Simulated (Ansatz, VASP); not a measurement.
# Cross-check of Nb (Nb(111)) between VASP and Ansatz

Aim: how closely do two programs agree when they are given the same cell, functional and k mesh? Valence electrons are named where the data sets of a main pair hold unlike numbers.

Calculated with Ansatz 0.2.0; plane waves, with VASP 6.6.1 beside it; single point at PBE, single point at RPBE and single point at r2SCAN.

**1. The structure**

The cell holds 11 atoms: 11 Nb. Cell: a = 4.667 Å, b = 4.667 Å, c = 27.526 Å, α = 90.0°, β = 90.0°, γ = 60.0°. Vacuum lies along c.

Coordinates:

```xyz
11
Lattice="4.6669 0.0000 0.0000 2.3335 4.0417 0.0000 0.0000 0.0000 27.5263" Properties=species:S:1:pos:R:3
Nb    4.6669    2.6944    9.0000
Nb    0.0000    0.0000    9.9526
Nb    2.3335    1.3472   10.9053
Nb    4.6669    2.6944   11.8579
Nb    0.0000    0.0000   12.8105
Nb    2.3335    1.3472   13.7631
Nb    4.6669    2.6944   14.7158
Nb    0.0000    0.0000   15.6684
Nb    2.3335    1.3472   16.6210
Nb    4.6669    2.6944   17.5737
Nb    0.0000    0.0000   18.5263
```

**2. VASP: single point, PBE**

A single point gives forces, pressure and levels at one fixed geometry, so differences don't come from the geometry; what else differs is listed under the comparison.

Lines of VASP's logs that name or quote its potential files are left out, and so is its time.

Contents of INCAR:

```
SYSTEM = Nb
PREC = Normal
ENCUT = 350
EDIFF = 1E-06
NELM = 120
ISMEAR = 1
SIGMA = 0.02
LREAL = .FALSE.
ALGO = Normal
GGA = PE
NBANDS = 75
LORBIT = 11
LWAVE = .FALSE.
LCHARG = .FALSE.
KPAR = 4
IDIPOL = 3
LDIPOL = .TRUE.
DIPOL = 0.5 0.5 0.5
LVHAR = .TRUE.
LVACPOTAV = .TRUE.
```

Contents of POSCAR:

```
Nb
1.0
    4.6669047558      0.0000000000      0.0000000000
    2.3334523779      4.0416580756      0.0000000000
    0.0000000000      0.0000000000     27.5262794416
Nb
11
Direct
    0.6666666667      0.6666666667      0.3269602788
    0.0000000000      0.0000000000      0.3615682230
    0.3333333333      0.3333333333      0.3961761673
    0.6666666667      0.6666666667      0.4307841115
    0.0000000000      0.0000000000      0.4653920558
    0.3333333333      0.3333333333      0.5000000000
    0.6666666667      0.6666666667      0.5346079442
    0.0000000000      0.0000000000      0.5692158885
    0.3333333333      0.3333333333      0.6038238327
    0.6666666667      0.6666666667      0.6384317770
    0.0000000000      0.0000000000      0.6730397212
```

Contents of KPOINTS:

```
Automatic mesh
0
Gamma
6 6 1
0 0 0
```

PAW data sets: Nb_pv (PBE family, release 64).

Run with:

```sh
$ mpirun -np 4 vasp_std
```

Numbers of over 12 decimals in the logs are rounded to 6 here.

The log of the run:

```text
[banner, memory and clock lines left out]
running    4 mpi-ranks, on    1 nodes
 distrk:  each k-point on    1 cores,    4 groups
 distr:  one band on    1 cores,    1 groups

 POSCAR found type information on POSCAR Nb
 POSCAR found :  1 types and      11 ions
 LDA part: xc-table for (Slater+PW92), standard interpolation
 POSCAR, INCAR and KPOINTS ok, starting setup
 FFT: planning ... GRIDC
 FFT: planning ... GRID_SOFT
 FFT: planning ... GRID
 WAVECAR not read
 entering main loop
       N       E                     dE             d eps       ncg     rms          rms(c)
DAV:   1     0.118665460525E+04    0.11867E+04   -0.53407E+04  1386   0.111E+03
DAV:   2    -0.175777804538E+02   -0.12042E+04   -0.11648E+04  1137   0.616E+02
DAV:   3    -0.110373840195E+03   -0.92796E+02   -0.88008E+02  1644   0.140E+02
DAV:   4    -0.117639291991E+03   -0.72655E+01   -0.70231E+01  1580   0.403E+01
DAV:   5    -0.118079475584E+03   -0.44018E+00   -0.43119E+00  1788   0.871E+00    0.544E+01
DAV:   6    -0.154283723202E+03   -0.36204E+02   -0.28380E+02  1652   0.782E+01    0.352E+01
DAV:   7    -0.149618927531E+03    0.46648E+01   -0.71159E+02  1652   0.104E+02    0.230E+01
DAV:   8    -0.111137508721E+03    0.38481E+02   -0.16705E+02  1716   0.499E+01    0.204E+01
DAV:   9    -0.108864574385E+03    0.22729E+01   -0.19110E+01  1532   0.245E+01    0.161E+01
DAV:  10    -0.106426858768E+03    0.24377E+01   -0.59892E+00  1676   0.918E+00    0.119E+01
DAV:  11    -0.106131491735E+03    0.29537E+00   -0.44990E-01  1540   0.449E+00    0.105E+01
DAV:  12    -0.106062354344E+03    0.69137E-01   -0.51836E-02  1660   0.137E+00    0.997E+00
DAV:  13    -0.106008361065E+03    0.53993E-01   -0.65714E-03  1644   0.444E-01    0.978E+00
DAV:  14    -0.105264621980E+03    0.74374E+00   -0.55963E-01  1612   0.412E+00    0.673E+00
[...]
DAV:  31    -0.104811694981E+03   -0.15900E-04   -0.11015E-05  1340   0.130E-02    0.523E-03
DAV:  32    -0.104811699008E+03   -0.40277E-05   -0.61814E-07   828   0.692E-03    0.350E-03
DAV:  33    -0.104811700618E+03   -0.16099E-05   -0.21259E-07   756   0.292E-03    0.414E-03
DAV:  34    -0.104811708629E+03   -0.80112E-05   -0.10951E-06   852   0.385E-03    0.175E-03
DAV:  35    -0.104811710147E+03   -0.15176E-05   -0.25277E-07   812   0.270E-03    0.265E-03
DAV:  36    -0.104811711693E+03   -0.15460E-05   -0.91631E-08   756   0.214E-03    0.252E-03
DAV:  37    -0.104811717114E+03   -0.54212E-05   -0.26578E-07   772   0.392E-03    0.267E-03
DAV:  38    -0.104811717979E+03   -0.86447E-06   -0.13503E-07   756   0.252E-03
|                                                                             |
|           W    W    AA    RRRRR   N    N  II  N    N   GGGG   !!!           |
|           W    W   A  A   R    R  NN   N  II  NN   N  G    G  !!!           |
|           W    W  A    A  R    R  N N  N  II  N N  N  G       !!!           |
|           W WW W  AAAAAA  RRRRR   N  N N  II  N  N N  G  GGG   !            |
|           WW  WW  A    A  R   R   N   NN  II  N   NN  G    G                |
|           W    W  A    A  R    R  N    N  II  N    N   GGGG   !!!           |
|                                                                             |
|     Did not find any points to average over, which means that no vacuum     |
|     field-free region was found. Please increase the size of  your cell     |
|     in the dimension of the dipole correction to obtain accurate            |
|     workfunction values.                                                    |
|                                                                             |

   1 F= -.10481172E+03 E0= -.10481158E+03  d E =-.428495E-03
```

From OUTCAR (step 2):

```text
ion  position               nearest neighbor table
   1  0.667  0.667  0.327-   4 2.86   2 2.86   2 2.86   2 2.86   3 3.30   3 3.30   3 3.30
   2  0.000  0.000  0.362-   1 2.86   1 2.86   1 2.86   3 2.86   3 2.86   3 2.86   5 2.86   4 3.30
                             4 3.30   4 3.30
   3  0.333  0.333  0.396-   6 2.86   4 2.86   4 2.86   4 2.86   2 2.86   2 2.86   2 2.86   1 3.30
                             5 3.30   1 3.30   5 3.30   5 3.30   1 3.30
   4  0.667  0.667  0.431-   7 2.86   1 2.86   3 2.86   3 2.86   3 2.86   5 2.86   5 2.86   5 2.86
                             6 3.30   2 3.30   6 3.30   2 3.30   2 3.30   6 3.30
   5  0.000  0.000  0.465-   8 2.86   6 2.86   6 2.86   6 2.86   4 2.86   4 2.86   4 2.86   2 2.86
                             7 3.30   7 3.30   7 3.30   3 3.30   3 3.30   3 3.30
   6  0.333  0.333  0.500-   3 2.86   9 2.86   7 2.86   5 2.86   7 2.86   5 2.86   5 2.86   7 2.86
                             4 3.30   8 3.30   4 3.30   8 3.30   8 3.30   4 3.30
   7  0.667  0.667  0.535-   4 2.86   6 2.86   6 2.86   6 2.86   8 2.86   8 2.86   8 2.86  10 2.86
                             5 3.30   5 3.30   5 3.30   9 3.30   9 3.30   9 3.30
   8  0.000  0.000  0.569-   5 2.86  11 2.86   9 2.86   9 2.86   9 2.86   7 2.86   7 2.86   7 2.86
                             6 3.30  10 3.30   6 3.30  10 3.30   6 3.30  10 3.30
   9  0.333  0.333  0.604-   6 2.86   8 2.86   8 2.86   8 2.86  10 2.86  10 2.86  10 2.86  11 3.30
                             7 3.30   7 3.30  11 3.30  11 3.30   7 3.30
  10  0.667  0.667  0.638-  11 2.86  11 2.86  11 2.86   9 2.86   9 2.86   9 2.86   7 2.86   8 3.30
                             8 3.30   8 3.30
  11  0.000  0.000  0.673-   8 2.86  10 2.86  10 2.86  10 2.86   9 3.30   9 3.30   9 3.30

  LATTYP: Found a hexagonal cell.
 ALAT       =     4.6669047558
 C/A-ratio  =     5.8981875315

 Subroutine GETGRP returns: Found 12 space group operations
 (whereof  6 operations were pure point group operations)

The static configuration has the point symmetry C_3v.
 The point group associated with its full space group is D_3d.

 Found      7 irreducible k-points:

   k-points           NKPTS =      7   k-points in BZ     NKDIM =      7   number of bands    NBANDS=     75

   dimension x,y,z NGX =    24 NGY =   24 NGZ =  126
   dimension x,y,z NGXF=    48 NGYF=   48 NGZF=  252

   ENCUT  =  350.0 eV  25.72 Ry    5.07 a.u.   7.12  7.12 41.99*2*pi/ulx,y,z

   NELECT =     121.0000    total number of electrons

 k-points in reciprocal lattice and weights: Automatic mesh
   0.00000000  0.00000000  0.00000000       0.028
   0.16666667  0.00000000  0.00000000       0.167
   0.33333333  0.00000000  0.00000000       0.167
   0.50000000  0.00000000  0.00000000       0.083
   0.33333333  0.16666667  0.00000000       0.167
   0.50000000  0.16666667  0.00000000       0.333
  -0.33333333  0.33333333  0.00000000       0.056

 dipolmoment           0.000000      0.000000     -0.000000 electrons x Angstroem

 average (electrostatic) potential at core
       1 -40.7979       2 -40.1413       3 -40.3803       4 -40.1221       5 -40.0755
       6 -40.1387       7 -40.0755       8 -40.1221       9 -40.3803      10 -40.1413
      11 -40.7979

 E-fermi :  -0.0920

 k-point     1 :       0.0000    0.0000    0.0000
  band No.  band energies     occupation
    ...
     58      -0.6656      2.00000
     59      -0.5113      2.00000
     60      -0.5113      2.00000
     61      -0.3836      2.00000
     62      -0.3836      2.00000
     63       0.0347     -0.00000
     64       0.0347     -0.00000
     65       0.0677     -0.00000
     66       0.0986     -0.00000
     67       0.9730      0.00000
    ...

 k-point     2 :       0.1667    0.0000    0.0000
  band No.  band energies     occupation
    ...
     57      -0.5170      2.00000
     58      -0.3561      2.00000
     59      -0.3245      2.00000
     60      -0.2854      2.00000
     61      -0.1386      2.00470
     62      -0.0274     -0.00005
     63       0.0391     -0.00000
     64       0.1212     -0.00000
     65       0.2434     -0.00000
     66       0.5101      0.00000
    ...

 k-point     3 :       0.3333    0.0000    0.0000
  band No.  band energies     occupation
    ...
     56      -0.4745      2.00000
     57      -0.4449      2.00000
     58      -0.3994      2.00000
     59      -0.3461      2.00000
     60      -0.0965      1.37417
     61       0.1600     -0.00000
     62       0.1646     -0.00000
     63       0.4235      0.00000
     64       0.5044      0.00000
     65       0.5981      0.00000
    ...

  Total       -5.5649174     -5.5649174     -6.7070246      0.0000000      0.0000000      0.0000000
  in kB      -17.1724904    -17.1724904    -20.6968600      0.0000000      0.0000000      0.0000000
  external PRESSURE =     -18.3472803 kB  Pullay stress =       0.0000000 kB

  energy-cutoff  :      350.00
  volume of cell :      519.20
      direct lattice vectors                 reciprocal lattice vectors
     4.666904756  0.000000000  0.000000000     0.214274782 -0.123711603  0.000000000
     2.333452378  4.041658076  0.000000000     0.000000000  0.247423206  0.000000000
     0.000000000  0.000000000 27.526279442     0.000000000  0.000000000  0.036328920

 POSITION                                       TOTAL-FORCE (eV/Angst)
 -----------------------------------------------------------------------------------
      4.66690      2.69444      9.00000         0.000000     -0.000000      1.526584
      0.00000      0.00000      9.95263        -0.000000      0.000000      0.097322
      2.33345      1.34722     10.90526         0.000000     -0.000000     -1.057095
      4.66690      2.69444     11.85788         0.000000     -0.000000     -0.539866
      0.00000      0.00000     12.81051         0.000000      0.000000     -0.388018
      2.33345      1.34722     13.76314         0.000000     -0.000000     -0.000000
      4.66690      2.69444     14.71577        -0.000000     -0.000000      0.388018
      0.00000      0.00000     15.66840         0.000000     -0.000000      0.539866
      2.33345      1.34722     16.62102        -0.000000     -0.000000      1.057095
      4.66690      2.69444     17.57365        -0.000000     -0.000000     -0.097322
      0.00000      0.00000     18.52628        -0.000000      0.000000     -1.526584
 -----------------------------------------------------------------------------------
    total drift:                               -0.000000     -0.000000     -0.000000

  FREE ENERGIE OF THE ION-ELECTRON SYSTEM (eV)
  ---------------------------------------------------
  free  energy   TOTEN  =      -104.8117179786 eV

  energy  without entropy=     -104.8112894839  energy(sigma->0) =     -104.81157515

 vacuum level on the upper side and lower side of the slab         3.276         3.276

 total charge
# of ion       s       p       d       tot
------------------------------------------
    1        0.387   6.090   3.017   9.494
    2        0.431   6.206   3.133   9.770
    3        0.412   6.283   3.024   9.719
    4        0.419   6.317   3.090   9.825
    5        0.425   6.300   3.115   9.840
    6        0.433   6.311   3.086   9.831
    7        0.425   6.300   3.115   9.840
    8        0.419   6.317   3.090   9.825
    9        0.412   6.283   3.024   9.719
   10        0.431   6.206   3.133   9.770
   11        0.387   6.090   3.017   9.494
--------------------------------------------------
tot          4.580  68.704  33.844 107.128

[... 3 further parts left out ...]
```

This run has no spin polarisation. Its electron count is odd, so without a moment it is a metal by construction.

[end of part 1 of 3]

[Lines on the potential files, build, host, timing and source positions are cut from VASP's logs without a mark.]

[Logs are printed without paths, hosts, clocks, repeated set-up lines and the standing remarks that a program may print on its own settings, such as how far it seeks lower states.]

[Hosts, paths, dates, database ids (printed as entryN), source tags and the programs' standing remarks are cut or masked in the printed files.]
